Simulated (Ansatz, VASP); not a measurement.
# BeGe6Te: VASP beside Ansatz, part 2 of 3

Aim: how closely do two programs agree when they are given the same cell, functional and k mesh? The cell is generated by rule, not measured, and may not be a known phase. The cell is taken from a series of runs on this material, whose earlier steps may have relaxed, scaled, displaced or heated it; both programs get it as it stands.

VASP 6.6.1 and Ansatz 0.2.0.

So far: Set-up; VASP: relaxation of cell and atoms, LDA, pair 1.

## 3. Ansatz: relaxation of cell and atoms, LDA, pair 1

Level of this step: Ansatz beside VASP: Kohn-Sham DFT, plane waves, LDA (Ansatz).

Ansatz runs on its default PAW (the set named soft_2) files.

The same cell, functional (in two slightly different forms), mesh and smearing now go to Ansatz, which takes its cutoff from its data sets.

input.yaml

```yaml
crystal:
  lattice:
    - [2.82625, 2.82625, 0.0]
    - [-2.82625, 2.82625, 0.0]
    - [0.0, 0.0, 11.305]
  atoms:
    - { symbol: Be, position: [0.5, 0.5, 0.75] }
    - { symbol: Ge, position: [0.0, 0.0, 0.0] }
    - { symbol: Ge, position: [0.5, 1.0, 0.125] }
    - { symbol: Ge, position: [0.5, 0.5, 0.25] }
    - { symbol: Ge, position: [0.0, 0.5, 0.375] }
    - { symbol: Ge, position: [0.0, 0.0, 0.5] }
    - { symbol: Ge, position: [0.5, 1.0, 0.625] }
    - { symbol: Te, position: [0.0, 0.5, 0.875] }
kpoints:
  mp_grid: { grid: [6, 6, 2] }
hamiltonian:
  xc: lda
scf:
  occupations: { method: gaussian, width: 0.1 }
output:
  forces: true
  stress: true
  eigenvalues: true
relax:
  adjacent_minimum: "off"
  f_tol: 0.05
  max_steps: 80
  cell: { stress_tol: 0.5 }
```

Run with:

```sh
$ ansatz run input.yaml --threads 4 --pin off --max-ram 14336MiB --backend cpu --events-out ev --progress --plain --runs-dir out
```

Numbers of over 12 decimals in the logs are rounded to 6 here.

Output:

```text
The last accepted step is kept in <dir> (removed where the run ends without a failure and the disk answers)
Engine: ansatz 0.2.0, aarch64-unknown-linux-gnu
Pseudopotentials: kind: paw
Pseudopotential: Be, paw, valence charge 2, recommended cutoff 420 eV (normal), Be.paw.azcp
Pseudopotential: Ge, paw, valence charge 14, recommended cutoff 420 eV (normal), Ge.paw.azcp
Pseudopotential: Te, paw, valence charge 16, recommended cutoff 420 eV (normal), Te.paw.azcp
Functional definition: SPW92
  exchange = slater_x
  correlation = pw_c
Crystal: 8 atoms, lattice volume = 180.602 Å³
Basis set: ecut = 420 eV, 3549 PW (Γ)
Bands: 62, of which v1, the nominal top of the filled ones, is band 51 counted from 1 (50 counted from 0)
Symmetry: 4 space group operations
Space group: Pmm2 (ITA 25), of the structure as read, at distance tolerance 5.7e-5 Å
k-points: 32 of 72
Non-local potential: Be, projectors of the file, l = 0: 2, l = 1: 2, l = 2: 1
Non-local potential: Ge, projectors of the file, l = 0: 2, l = 1: 2, l = 2: 3, l = 3: 1
Non-local potential: Te, projectors of the file, l = 0: 2, l = 1: 2, l = 2: 2, l = 3: 2
PAW form: soft (Blöchl's): semilocal exchange-correlation on the pseudo side does not see the compensation charge
PAW frozen core: Be, regenerated for the run's functional, and the local potential with it (the file was generated under x = pbe(κ = 0.804, μ = 0.219515), c = pbe(β = 0.066725))
PAW frozen core: Ge, regenerated for the run's functional, and the local potential with it (the file was generated under x = pbe(κ = 0.804, μ = 0.219515), c = pbe(β = 0.066725))
PAW frozen core: Te, regenerated for the run's functional, and the local potential with it (the file was generated under x = pbe(κ = 0.804, μ = 0.219515), c = pbe(β = 0.066725))
PAW one-centre angular grid: Be, 110 points (default); XC on 64 Gauss nodes
PAW one-centre angular grid: Ge, 590 points (default); XC on 64 Gauss nodes
PAW one-centre angular grid: Te, 590 points (default); XC on 64 Gauss nodes
Initial density: superposition of atomic densities (neutral atoms: chi_scale 0, normalization atom), corrected by the library's trained network
Initial wavefunctions: pseudopotential atomic-orbital guess
Functional: x = slater, c = lda
SCF iter   1: F=—  HF=-32208.422286 eV  |F-HF|=—  |Δ(HF+E_count)|=         —  Δρ=5.69e-3  dr2=7.77e-2  ethr=1.77e-3  ⟨swp⟩=6.8  Hψ=7821  notcnv=0  defer=5
preconditioner: auto → LDOS  [insulator: Δε(μ)=0.250 eV  Ē_g=21.267 eV  σ=0.100 eV  W_gap=0.67  n_scr=48 (ndim 8)  ℏωp=26.5 eV  f_vac=0.039  D(μ)=0.56/eV (n_scr^D=2)  ε∞_Penn≈2.6  β→1.0]
SCF iter   2: F=—  HF=-32208.442393 eV  |F-HF|=—  |Δ(HF+E_count)|=   2.01e-2  Δρ=3.55e-3  dr2=2.09e-1  ethr=7.62e-5  ⟨swp⟩=2.3  Hψ=3937  notcnv=0  defer=139
SCF iter   3: F=—  HF=-32208.410192 eV  |F-HF|=—  |Δ(HF+E_count)|=   3.22e-2  Δρ=1.05e-3  dr2=1.83e-2  ethr=7.62e-5  ⟨swp⟩=2.5  Hψ=2928  notcnv=0  defer=137
SCF iter   4: F=—  HF=-32208.407442 eV  |F-HF|=—  |Δ(HF+E_count)|=   2.75e-3  Δρ=2.42e-4  dr2=3.44e-4  ethr=1.79e-5  ⟨swp⟩=1.8  Hψ=2300  notcnv=0  defer=30
SCF iter   5: F=—  HF=-32208.407363 eV  |F-HF|=—  |Δ(HF+E_count)|=   7.95e-5  Δρ=7.47e-5  dr2=2.66e-5  ethr=3.37e-7  ⟨swp⟩=2.0  Hψ=3170  notcnv=0  defer=18
SCF iter   6: F=—  HF=-32208.407359 eV  |F-HF|=—  |Δ(HF+E_count)|=   4.13e-6  Δρ=1.80e-5  dr2=6.32e-7  ethr=2.60e-8  ⟨swp⟩=2.0  Hψ=3506  notcnv=0  defer=15
SCF iter   7: F=—  HF=-32208.407359 eV  |F-HF|=—  |Δ(HF+E_count)|=   1.60e-7  Δρ=7.05e-6  dr2=1.90e-7  ethr=9.80e-11  ⟨swp⟩=10.4  Hψ=9543  notcnv=0
SCF iter   8: F=-32208.407359 eV  HF=-32208.407359 eV  |F-HF|=1.18e-8  |Δ(HF+E_count)|=   3.16e-8  Δρ=2.33e-6  dr2=1.62e-8  ethr=9.80e-11  ⟨swp⟩=4.1  Hψ=6852  notcnv=0
SCF 1 converged in 8 iterations: F = -32208.407359 eV  dr2 = 1.62e-8
  greatest PAW one-centre occupation: 0.999 electrons in one spin orbital (limit 2), on the Te atom at site 7 (counted from 0), in its partial waves of l = 2
relax step   1: F+E_penalty+E_count = -32208.40735856 eV  Δ(F+E_penalty+E_count) = +0.000e0 eV  max|allowed force component| = 2.564e0 eV/Å  Δτ_max = 0.0000 Å  P = +0.875 GPa  Ω = 180.602 Å³  (8 SCF iters, dr2 threshold 1.00e-7 eV, accepted)
[...]
relax step   5: F+E_penalty+E_count = -32209.07438548 eV  Δ(F+E_penalty+E_count) = -5.607e-4 eV  max|allowed force component| = 2.145e-2 eV/Å  Δτ_max = 0.0069 Å  P = +0.022 GPa  Ω = 178.275 Å³  energy of the carried Pulay correction = +4.116e-4 eV  (4 SCF iters, dr2 threshold 4.27e-7 eV, accepted)
[...]
relax step   6: F+E_penalty+E_count = -32209.07397328 eV  Δ(F+E_penalty+E_count) = +4.122e-4 eV  max|allowed force component| = 2.129e-2 eV/Å  Δτ_max = 0.0000 Å  P = +0.022 GPa  Ω = 178.275 Å³  stress off target by 6.64e-2 GPa  SCF on the basis re-selected at this cell (its energy is not comparable with the rows above)  (5 SCF iters)
basis re-selected at this cell: Δ(F+E_penalty+E_count) = +4.122e-4 eV, ΔP = +0.000 GPa vs the last step (what re-selecting the basis moved, of the pressure what is left beyond the Pulay correction that the steps carried, after the strain that the cell walked since its last selection, with what the two solves' SCF thresholds leave and, on support functions, any second-order correction that the steps lacked; it is no measure of the basis error at this ecutwfc). The dense FFT grid was sized anew with the basis: this SCF ran on 27×27×75 points, the steps before it on 27×27×80, so part of this shift can come from that change (see relax.cell in the input reference). [rest of the remark cut]
SCF converged after 5 iterations
Free energy (F): -32209.073973 eV
Harris-Foulkes:  -32209.073973 eV  (|F-HF|=1.31e-10)
Internal energy: -32209.071643 eV  (E = F + TS)
E sigma→0 (E₀):  -32209.072808 eV
Entropy (-TS):   -0.002330 eV (-0.291 meV/atom)
Fermi energy:    8.266226 eV
--- Per-component energies (eV) ---
  E_band       = -1193.044563
  E_kinetic    = 874.399084
  E_local      = -16689.979393  (includes V_loc(G=0)·N_el)
  E_nonlocal   = 2228.411389
  E_hartree    = 7597.000246
  E_xc         = -595.353417
  E_vxc        = -517.265664  (∫ρ·V_xc dr)
  E_paw        = -16211.118564  (= ΣΔE_a)
  E_vpaw       = -2282.612042  (= ΣTr[D̂ρ^β])
  E_aug_tail   = 0.001563  (compensation charges beyond the density's cutoff)
  E_ewald      = -9424.591456
  E_core_change = 12.158906  (= ΣΔE_core)
  E_smearing   = -0.002330  (= −TS)
  E_closure    = -0.000000  (closes the sum)
  Σ components = -32209.073973   (vs F -32209.073973, Δ=0.00e0)
--- Forces (eV/Å), atoms counted from 1 ---
  atom   1  Be     0.00000000     0.00000000    -0.01334588
  atom   2  Ge     0.00000000     0.00000000     0.00033794
  atom   3  Ge     0.00000000     0.00000000    -0.00036214
  atom   4  Ge    -0.00000000    -0.00000000    -0.00548703
  atom   5  Ge     0.00000000    -0.00000000     0.00586845
  atom   6  Ge     0.00000000     0.00000000    -0.01359767
  atom   7  Ge     0.00000000    -0.00000000     0.02129627
  atom   8  Te    -0.00000000     0.00000000     0.00530037
  max |Σ_I F_I| component: 1.03e-5 eV/Å
--- Stress (GPa, compression-positive) ---
        0.025081       0.041282       0.000000
        0.041282       0.025081      -0.000000
       -0.000000       0.000000       0.017254
  P = ⅓ Tr σ = 0.0225 GPa (0.225 kbar)
--- Band table (eV; the first three rows and the last of 32) ---
  k-point 0: bands = [... 47 lower, 6.5543, 7.6964, 8.1711, 8.4031, 8.6483, 8.9434, 9.1024, 9.5128, ... 7 higher]
  k-point 1: bands = [... 47 lower, 7.0161, 7.1352, 7.6134, 7.9559, 8.6342, 8.7467, 9.5778, 9.8104, ... 7 higher]
  k-point 2: bands = [... 47 lower, 6.4990, 6.5759, 7.5564, 8.0393, 8.9569, 9.6890, 10.0649, 10.2165, ... 7 higher]
  k-point 31: bands = [... 47 lower, 4.8973, 5.0861, 5.8910, 5.9031, 8.7594, 9.2100, 10.1694, 10.2916, ... 7 higher]
--- Relaxed structure (5 steps of the walk, 5 accepted, 1 SCFs on fresh bases) ---
  F+E_penalty+E_count = -32209.07397328 eV   max|allowed force component| = 2.129e-2 eV/Å   (the final SCF, on the basis selected at the relaxed cell)
  cell:  # Å, volume = 178.2751 Å³
    - [2.830294, 2.830294, 0]
    - [-2.828115, 2.828115, 0]
    - [0, 0, 11.136072]
  atoms:
    - { symbol: Be, position: [0.500000, 0.500000, 0.725562] }
    - { symbol: Ge, position: [0, 0, 0.00736308] }
    - { symbol: Ge, position: [0.5, 1.0, 0.131374] }
    - { symbol: Ge, position: [0.500000, 0.500000, 0.258074] }
    - { symbol: Ge, position: [0, 0.5, 0.382916] }
    - { symbol: Ge, position: [0, 0, 0.509602] }
    - { symbol: Ge, position: [0.5, 1.0, 0.635681] }
    - { symbol: Te, position: [0, 0.5, 0.849428] }
```

## 4. Differences

Known differences besides the potentials themselves: the two LDA forms differ slightly; the data sets hold 102 valence electrons in Ansatz (on its default PAW (the set named soft_2) files) and 92 in VASP; the cutoff is 420 eV in Ansatz and 600 eV in VASP; VASP's log shows a relativistic correction to its local exchange, Ansatz's none; Ansatz adds a Pulay correction to the stress that steers its cell, VASP none. Total energies have different zeros and are not compared.

Both answers:

```tsv
quantity	Ansatz	VASP	difference
volume (Å³)	178.28	178.81	-0.30 %
edge a after relaxation, in the typed setting (Å)	4.003	4.007	-0.11 %
edge b after relaxation, in the typed setting (Å)	4.000	4.003	-0.07 %
edge c after relaxation, in the typed setting (Å)	11.136	11.148	-0.11 %
```

## 5. VASP: relaxation of cell and atoms, LDA, pair 2

The relaxed volume is the usual yardstick between codes: in a stiff, nearly cubic crystal its relative difference is about their pressure difference at one cell divided by the bulk modulus.

INCAR

```
SYSTEM = BeGe6Te
PREC = Accurate
ENCUT = 600
EDIFF = 1E-07
NELM = 120
ISMEAR = 0
SIGMA = 0.1
LREAL = .FALSE.
ALGO = Normal
GGA = CA
NBANDS = 57
LORBIT = 11
LWAVE = .FALSE.
LCHARG = .FALSE.
ISIF = 3
IBRION = 2
NSW = 80
EDIFFG = -0.005
LASPH = .TRUE.
GGA_COMPAT = .FALSE.
NELMIN = 4
KPAR = 2
```

POSCAR

```
BeGe6Te
1.0
    2.8302940000      2.8302940000      0.0000000000
   -2.8281150000      2.8281150000      0.0000000000
    0.0000000000      0.0000000000     11.1360720000
Be Ge Te
1 6 1
Direct
    0.5000000000      0.5000001768      0.7255624784
    0.0000000000      0.0000000000      0.0073630989
    0.5000000000      0.0000000000      0.1313739710
    0.5000000000      0.5000001768      0.2580736727
    0.0000000000      0.5000001768      0.3829158971
    0.0000000000      0.0000000000      0.5096018596
    0.5000000000      0.0000000000      0.6356814144
    0.0000000000      0.5000001768      0.8494275181
```

KPOINTS

```
Automatic mesh
0
Gamma
10 10 4
0 0 0
```

The projector-augmented-wave data sets are Be, Ge_d and Te (LDA family, release 64).

Run with:

```sh
$ mpirun -np 2 vasp_std
```

Output:

```text
[... set-up lines as in an earlier step ...]
 entering main loop
       N       E                     dE             d eps       ncg     rms          rms(c)
DAV:   1     0.115203106578E+04    0.11520E+04   -0.45574E+04 15047   0.431E+03
DAV:   2     0.192308519455E+03   -0.95972E+03   -0.92318E+03 12312   0.114E+03
DAV:   3    -0.203548693298E+02   -0.21266E+03   -0.20582E+03 12978   0.264E+02
DAV:   4    -0.394678855680E+02   -0.19113E+02   -0.18819E+02 14688   0.867E+01
[...]
DAV:  15    -0.385091053642E+02   -0.21875E-06   -0.55330E-06 13807   0.227E-02    0.260E-02
DAV:  16    -0.385091050967E+02    0.26752E-06   -0.53262E-07 15071   0.116E-02    0.149E-02
DAV:  17    -0.385091050458E+02    0.50890E-07   -0.50154E-07 13950   0.783E-03
   1 F= -.38509105E+02 E0= -.38505844E+02  d E =-.385091E+02
[... from here on, the cycles between the ionic steps are left out ...]
   2 F= -.38510061E+02 E0= -.38506739E+02  d E =-.955591E-03
   3 F= -.38510234E+02 E0= -.38506880E+02  d E =-.112870E-02
   4 F= -.38510249E+02 E0= -.38506883E+02  d E =-.114366E-02
   5 F= -.38510433E+02 E0= -.38507039E+02  d E =-.184124E-03
   6 F= -.38510421E+02 E0= -.38507020E+02  d E =-.172432E-03
   7 F= -.38510430E+02 E0= -.38507033E+02  d E =-.181681E-03
   8 F= -.38510432E+02 E0= -.38507035E+02  d E =-.183081E-03
   9 F= -.38510450E+02 E0= -.38507059E+02  d E =-.177990E-04
  10 F= -.38510450E+02 E0= -.38507059E+02  d E =-.177965E-04
  11 F= -.38510457E+02 E0= -.38507074E+02  d E =-.730874E-05
 trial-energy change:   -0.000007  1 .order   -0.000006   -0.000015    0.000003
 step:   1.0003(harm=  0.9545)  dis= 0.00041  next Energy=   -38.510457 (dE=-0.750E-05)
 reached required accuracy - stopping structural energy minimisation
```

Parts of OUTCAR (step 5):

```text
  Total       -0.0059859     -0.0059859     -0.0106870     -0.0028548      0.0000000      0.0000000
  in kB       -0.0537130     -0.0537130     -0.0958960     -0.0256169      0.0000000      0.0000000
  external PRESSURE =      -0.0677740 kB  Pullay stress =       0.0000000 kB

 POSITION                                       TOTAL-FORCE (eV/Angst)
 -----------------------------------------------------------------------------------
     -0.00343      2.82566      8.11139         0.000000      0.000000      0.001185
      0.00000      0.00000      0.07953         0.000000      0.000000      0.003326
      1.41111      1.41111      1.47045         0.000000      0.000000     -0.002619
     -0.00343      2.82566      2.88103         0.000000      0.000000     -0.000139
     -1.41455      1.41455      4.28335         0.000000      0.000000     -0.000965
      0.00000      0.00000      5.69489         0.000000      0.000000     -0.001160
      1.41111      1.41111      7.11409         0.000000      0.000000      0.000246
     -1.41455      1.41455      9.50001         0.000000      0.000000      0.000126
 -----------------------------------------------------------------------------------
    total drift:                                0.000595     -0.000595      0.002762

  FREE ENERGIE OF THE ION-ELECTRON SYSTEM (eV)
  ---------------------------------------------------
  free  energy   TOTEN  =       -38.5104568919 eV

  energy  without entropy=      -38.5036906988  energy(sigma->0) =      -38.50707380

[... 1 part as in an earlier step ...]

[... 3 further parts left out ...]
[key lines of the parts left out:]
E-fermi :   5.0049
```

## 6. Ansatz: relaxation of cell and atoms, LDA, pair 2

The same cell, functional (in two slightly different forms), mesh and smearing now go to Ansatz, which takes its cutoff from its data sets.

The cell is taken from a series of runs on this material, whose earlier steps may have relaxed, scaled, displaced or heated it; both programs get it as it stands.

input.yaml

```yaml
crystal:
  lattice:
    - [2.8302941125, 2.8302941125, 0.0]
    - [-2.8281152304, 2.8281152304, 0.0]
    - [0.0, 0.0, 11.1360718859]
  atoms:
    - { symbol: Be, position: [0.5, 0.5, 0.7255624882] }
    - { symbol: Ge, position: [0.0, 0.0, 0.0073630755] }
    - { symbol: Ge, position: [0.5, 1.0, 0.131373958] }
    - { symbol: Ge, position: [0.5, 0.5, 0.2580736928] }
    - { symbol: Ge, position: [0.0, 0.5, 0.3829159404] }
    - { symbol: Ge, position: [0.0, 0.0, 0.509601825] }
    - { symbol: Ge, position: [0.5, 1.0, 0.6356814599] }
    - { symbol: Te, position: [0.0, 0.5, 0.8494275602] }
kpoints:
  mp_grid: { grid: [10, 10, 4] }
hamiltonian:
  xc: lda
scf:
  occupations: { method: gaussian, width: 0.1 }
output:
  forces: true
  stress: true
  eigenvalues: true
  write_density: true
  write_potential: true
  elf: true
  volumetric_format: npy
relax:
  adjacent_minimum: "off"
  f_tol: 0.005
  max_steps: 80
  cell: { stress_tol: 0.05 }
```

Run with:

```sh
$ ansatz run input.yaml --threads 4 --pin off --max-ram 14336MiB --backend cpu --events-out ev --progress --plain --runs-dir out
```

Output:

```text
[...]
Crystal: 8 atoms, lattice volume = 178.275 Å³
Basis set: ecut = 420 eV, 3501 PW (Γ)
Bands: 62, of which v1, the nominal top of the filled ones, is band 51 counted from 1 (50 counted from 0)
Symmetry: 4 space group operations
[...]
k-points: 108 of 400 (time reversal used)
[...]
atoms:
    - { symbol: Be, position: [0.5, 0.5, 0.725521] }
    - { symbol: Ge, position: [-1.017651372678169e-19, 1.0184354080442445e-19, 0.00705246] }
    - { symbol: Ge, position: [0.5, 1.000000, 0.131430] }
    - { symbol: Ge, position: [0.5, 0.5, 0.257626] }
    - { symbol: Ge, position: [-2.1953963063015366e-19, 0.5, 0.383079] }
    - { symbol: Ge, position: [0, 0, 0.509368] }
    - { symbol: Ge, position: [0.5, 1.000000, 0.636273] }
    - { symbol: Te, position: [-4.86929496237196e-19, 0.5, 0.849652] }
[key lines of the parts left out:]
SCF converged after 6 iterations
Free energy (F): -32209.082674 eV
Fermi energy:    8.281484 eV
P = ⅓ Tr σ = -0.0016 GPa (-0.016 kbar)
```

## 7. Differences

What differs besides the data sets and the points named for the pairs above, as far as they apply: the data sets hold 102 valence electrons in Ansatz (on its default PAW (the set named soft_2) files) and 92 in VASP. Total energies have different zeros and are not compared.

Both answers:

```tsv
quantity	Ansatz	VASP	difference
volume (Å³)	178.11	178.55	-0.25 %
edge a after relaxation, in the typed setting (Å)	3.989	3.991	-0.07 %
edge b after relaxation, in the typed setting (Å)	3.998	4.001	-0.06 %
edge c after relaxation, in the typed setting (Å)	11.169	11.181	-0.11 %
```

[end of part 2 of 3]

[Lines on the potential files, build, host, timing and source positions are cut from VASP's logs without a mark.]

[Logs are printed without paths, hosts, clocks, repeated set-up lines and the standing remarks that a program may print on its own settings, such as how far it seeks lower states.]

[Hosts, paths, dates, database ids (printed as entryN), source tags and the programs' standing remarks are cut or masked in the printed files.]
